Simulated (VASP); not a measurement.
```yaml
crystal:
  lattice:
    - [0.00000, 2.40753, 2.40753]
    - [2.40753, 0.00000, 2.40753]
    - [2.40753, 2.40753, 0.00000]
  atoms:
    - { symbol: Ru, position: [0.00000, 0.00000, 0.00000] }
    - { symbol: P, position: [0.50000, 0.50000, 0.50000] }
```

All values below come from PBEsol GGA, VASP's PBE PAW potentials (set 64) (plane waves; VASP). Run with 400 eV cut-off, Gaussian smearing of 0.050 eV, potentials Ru_pv P.

**Question.** Give the energies of bands 5 to 12 at the high-symmetry points, in eV from the Fermi level.

**Answer.** 
```json
[
 {"band": "5", "Γ": "-3.03", "X": "-5.70", "U": "-5.92", "L": "-7.98", "W": "-5.51"},
 {"band": "6", "Γ": "-3.03", "X": "-4.69", "U": "-5.65", "L": "-5.44", "W": "-5.51"},
 {"band": "7", "Γ": "-3.03", "X": "-2.13", "U": "-4.40", "L": "-5.44", "W": "-5.32"},
 {"band": "8", "Γ": "-2.85", "X": "-2.13", "U": "-1.94", "L": "-1.02", "W": "-0.59"},
 {"band": "9", "Γ": "-2.85", "X": "-1.98", "U": "-0.81", "L": "-1.02", "W": "-0.59"},
 {"band": "10", "Γ": "0.23", "X": "-0.47", "U": "0.07", "L": "0.19", "W": "-0.47"},
 {"band": "11", "Γ": "0.23", "X": "-0.47", "U": "0.82", "L": "3.98", "W": "0.04"},
 {"band": "12", "Γ": "0.23", "X": "1.10", "U": "1.56", "L": "6.17", "W": "0.88"}
]
```

It has no gap at this level: it comes out as a metal or semimetal.

The structure was generated: RuP was put into the rock salt type (Fm-3m), which need not be its known phase. It was relaxed first, which changed the volume by -32 %. The electron count is odd and the run is not spin-polarised, which forces a metal.
